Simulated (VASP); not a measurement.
Method: LDA (Ceperley-Alder, Perdew-Zunger), VASP's LDA PAW potentials (set 64) (plane waves; VASP 6.6.1).

Input for VASP

INCAR:
```
! general
SYSTEM   =  Pd
PREC     =  Accurate
ENCUT    =  400
LREAL    =  .FALSE.   ! projection in real space or not
LASPH    =  .TRUE.

! electronic loop
EDIFF    =  1E-8   ! SCF stop (eV)
NELM     =  100
ALGO     =  Normal
LMAXMIX  =  4

! smearing
ISMEAR   =  1   ! Methfessel-Paxton
SIGMA    =  0.1

! ions
IBRION   =  1
NSW      =  30   ! most ionic steps
ISIF     =  2   ! forces and stress, cell fixed
EDIFFG   =  -0.001   ! ionic stop

! output
LWAVE    =  .FALSE.
LCHARG   =  .FALSE.
```

**KPOINTS**
```
K-points
0
Gamma
  15 15 15
```

### POSCAR
```
Pd
1.0
  0.0000000000   1.9184427418   1.9184427418
  1.9184427418   0.0000000000   1.9184427418
  1.9184427418   1.9184427418   0.0000000000
Pd
1
direct
  0.0000000000   0.0000000000   0.0000000000
```

POTCAR, in this order: Pd (LDA.64 set). Program: vasp_std.

### Question
Estimate the energy per atom (σ→0), band gap (on the k-mesh).

### Answer

| Item | Value |
|---|---|
| energy per atom (σ→0) | -6501 meV/atom |
| band gap (on the k-mesh) | none (metal, semimetal or under 0.01 eV) |

### OSZICAR
```
...
DAV:   5    -0.685197948631E+01   -0.14689E-04   -0.14689E-04  2599   0.102E-01    0.918E+00
DAV:   6    -0.652447849171E+01    0.32750E+00   -0.14473E+00  2206   0.113E+01    0.433E+00
DAV:   7    -0.650694060942E+01    0.17538E-01   -0.13577E-02  2534   0.972E-01    0.220E+00
DAV:   8    -0.650105431455E+01    0.58863E-02   -0.15999E-03  2345   0.377E-01    0.757E-02
DAV:   9    -0.650106052580E+01   -0.62112E-05   -0.10308E-05  2962   0.330E-02    0.178E-02
DAV:  10    -0.650106351824E+01   -0.29924E-05   -0.16527E-06  2487   0.114E-02    0.168E-03
DAV:  11    -0.650106351131E+01    0.69314E-08   -0.15223E-08  2797   0.112E-03
   1 F= -.65010635E+01 E0= -.65013369E+01  d E =-.650106E+01
```

The compound is Pd in the fcc structure. It was relaxed first. The start is the result of an earlier pass.
